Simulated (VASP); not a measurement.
```xyz
2
Lattice="3.1002 0.0000 0.0000 0.0000 3.1002 0.0000 0.0000 0.0000 3.1002" Properties=species:S:1:pos:R:3 pbc="T T T"
Zn     1.5501     1.5501     1.5501
Au     0.0000     0.0000     0.0000
```

All values below come from LDA (Ceperley-Alder, Perdew-Zunger), VASP's LDA PAW potentials (set 64) (plane waves; VASP 6.6.1). Numerical set-up: 520 eV cut-off, 13×13×13 Γ-centred mesh, tetrahedra with Blöchl corrections, potentials Zn Au.

Unless said otherwise, spin-orbit coupling is left out, though it shifts the bands of the heavy elements here.

**Question.** What does the run give for the energy per atom (σ→0), band gap (on the k-mesh) with the smallest direct gap where there is one?

**Answer.** 
```yaml
band gap (on the k-mesh): none (metal, semimetal or under 0.01 eV)
energy per atom (σ→0): -3380 meV/atom
```

The absolute energy has meaning only against runs of the same code, potentials and settings.

The compound is AuZn in the CsCl type structure. It was relaxed first. The electron count is odd and the run is not spin-polarised, which forces a metal.
